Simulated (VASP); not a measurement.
An input for Quantum ESPRESSO's pw.x (written as the equivalent of a VASP run, and not itself run):

```
&CONTROL
  calculation = 'vc-relax'
  pseudo_dir = './pseudo'
  outdir = './out'
  tprnfor = .true.
  tstress = .true.
  nstep = 30
  forc_conv_thr = 0.00039
/
&SYSTEM
  ibrav = 0
  nat = 4
  ntyp = 2
  ecutwfc = 84
  occupations = 'smearing'
  smearing = 'gaussian'
  degauss = 0.003675
  input_dft = 'pz'
/
&ELECTRONS
  conv_thr = 7.3e-09
  electron_maxstep = 100
/
&IONS
/
&CELL
  cell_dofree = 'shape'
/
ATOMIC_SPECIES
  Al 26.982 Al.upf
  N 14.007 N.upf
CELL_PARAMETERS angstrom
     1.5759986   -2.7297097    0.0000000
     1.5759986    2.7297097    0.0000000
     0.0000000    0.0000000    5.0476898
ATOMIC_POSITIONS crystal
  Al   0.6666670  0.3333330  0.5000767
  Al   0.3333330  0.6666670  0.0000767
  N    0.6666670  0.3333330  0.8819233
  N    0.3333330  0.6666670  0.3819233
K_POINTS automatic
  10 10 6 0 0 0
```

Task: Translate this input to VASP (INCAR, KPOINTS, POSCAR, choice of POTCAR).

Result: This is not unique; one that fits is 
**INCAR**
```
! general
SYSTEM = AlN
PREC   = Accurate
ENCUT  = 520   ! plane-wave cut-off (eV)
LREAL  = .FALSE.   ! projection in real space or not
LASPH  = .TRUE.

! electronic loop
EDIFF  = 1E-7   ! SCF stop (eV)
NELM   = 100
ALGO   = Normal

! smearing
ISMEAR = 0
SIGMA  = 0.05

! ions
IBRION = 2   ! conjugate gradients
NSW    = 30   ! most ionic steps
ISIF   = 4   ! ions and shape, fixed volume
EDIFFG = -0.01

! output
LWAVE  = .FALSE.
LCHARG = .FALSE.
```

### KPOINTS
```
Automatic mesh
0
Gamma
10 10 6
0 0 0
```

POSCAR:
```
AlN
1
    1.5759986473    -2.7297097241     0.0000000000
    1.5759986473     2.7297097241     0.0000000000
    0.0000000000     0.0000000000     5.0476897549
Al N
2 2
Direct
  0.6666670000   0.3333330000   0.5000766737
  0.3333330000   0.6666670000   0.0000766737
  0.6666670000   0.3333330000   0.8819233263
  0.3333330000   0.6666670000   0.3819233263
```

POTCAR, in this order: Al N (LDA.64 set). Program: vasp_std.

The two are equivalent in intent, not identical: the potentials are each code's own (VASP's PAW set, PseudoDojo norm-conserving files in pw.x), so ENCUT and ecutwfc are chosen apart and not converted; conv_thr bounds pw.x's estimated SCF error, while EDIFF bounds the energy change between steps; forc_conv_thr acts on force components and is met together with etot_conv_thr.

The compound is AlN in the wurtzite structure. This cell is one point of a volume scan, at 1.06 of the reference volume. Symmetry was kept, so distortions that lower it aren't found.
